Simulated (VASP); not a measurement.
Here is the system:

```xyz
8
Lattice="6.2622 0.0000 0.0000 0.0000 6.2622 0.0000 0.0000 0.0000 6.2622" Properties=species:S:1:pos:R:3 pbc="T T T"
Zn     0.0000     6.2622     6.2622
Zn     3.1311     3.1311     6.2622
Zn     3.1311     6.2622     3.1311
Te     1.6070     1.5241     1.5241
Te     4.6552     4.7381     1.5241
Te     4.6552     1.5241     4.7381
Te     1.6070     4.7381     4.7381
Mg     0.0000     3.1311     3.1311
```

Calculation: PBE GGA, VASP's PBE PAW potentials (set 64) (plane waves; VASP 6.6.1). Numerical set-up: 400 eV cut-off, Gaussian smearing of 0.050 eV, potentials Zn Te Mg.

Unless said otherwise, spin-orbit coupling is left out, though it shifts the bands of the heavy elements here.

Problem. Give the energies of bands 23 to 36 at the high-symmetry points, in eV from the valence-band maximum.

Solution. 
```json
[
 {"band": "23", "Γ": "-1.82", "X": "-2.45", "M": "-3.13", "R": "-3.94"},
 {"band": "24", "Γ": "-1.82", "X": "-2.43", "M": "-2.38", "R": "-0.83"},
 {"band": "25", "Γ": "-1.82", "X": "-2.26", "M": "-2.10", "R": "-0.83"},
 {"band": "26", "Γ": "-1.78", "X": "-2.17", "M": "-2.10", "R": "-0.69"},
 {"band": "27", "Γ": "-1.78", "X": "-2.17", "M": "-2.07", "R": "-0.69"},
 {"band": "28", "Γ": "-1.78", "X": "-1.19", "M": "-0.84", "R": "-0.69"},
 {"band": "29", "Γ": "0.00", "X": "-1.19", "M": "-0.75", "R": "-0.67"},
 {"band": "30", "Γ": "0.00", "X": "-0.91", "M": "-0.72", "R": "-0.67"},
 {"band": "31", "Γ": "0.00", "X": "-0.91", "M": "-0.72", "R": "-0.67"},
 {"band": "32", "Γ": "1.24", "X": "2.76", "M": "3.13", "R": "1.79"},
 {"band": "33", "Γ": "2.39", "X": "3.11", "M": "3.13", "R": "1.79"},
 {"band": "34", "Γ": "2.39", "X": "3.70", "M": "3.37", "R": "1.79"},
 {"band": "35", "Γ": "2.58", "X": "3.71", "M": "3.98", "R": "3.05"},
 {"band": "36", "Γ": "2.58", "X": "4.47", "M": "5.29", "R": "5.02"}
]
```

The gap is direct, 1.24 eV, from the valence maximum at Γ to the conduction minimum at Γ.

The structure was generated: MgZn3Te4 was put into an ordered model structure (P-43m), which need not be its known phase. It was relaxed first.
